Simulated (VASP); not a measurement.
**Cd2S: equation of state with LDA**

Cd2S:

```
Cd S
1.0
     3.80405    0.00000    0.00000
    -1.90202    3.29440    0.00000
     0.00000    0.00000    5.61755
Cd S
2 1
Direct
  0.33333 0.66667 0.92821
  0.66667 0.33333 0.58577
  0.33333 0.66667 0.36317
```

The cell comes from a database or a generator and needn't be the stable form of this composition.

```yaml
Program: VASP 6.6.1
Task: equation of state
Functional: LDA
Potentials_or_basis: VASP PAW LDA potentials, release 64 (Cd, S)
Cutoff: 520 eV
k_mesh: 8 × 8 × 4
Occupations: gaussian, width 0.02 eV
Spin: no spin polarisation
Ladder: gaps
Further_INCAR_settings: ALGO = Fast; EDIFF = 1e-06
```

```json
{"Equilibrium volume": "23.50 Å³/atom", "Bulk modulus at fixed shape and positions": "61 GPa", "Pressure derivative of the bulk modulus": "5.0 (rough: it moves with the points fitted)"}
```

Energy against volume, from the lowest point:
```csv
volume (Å³/atom),energy (meV/atom)
22.528,8.31
22.997,2.13
23.467,0.00
23.936,1.47
24.405,6.12
```

All runs of the series together: 3 min on 1 thread of Intel(R) Xeon(R) Platinum 8488C (Sapphire Rapids) (shared host).

Caveat: the cell was scaled at fixed shape and fractional positions, which overstates the stiffness of a crystal with free parameters, most of all of layers and chains.
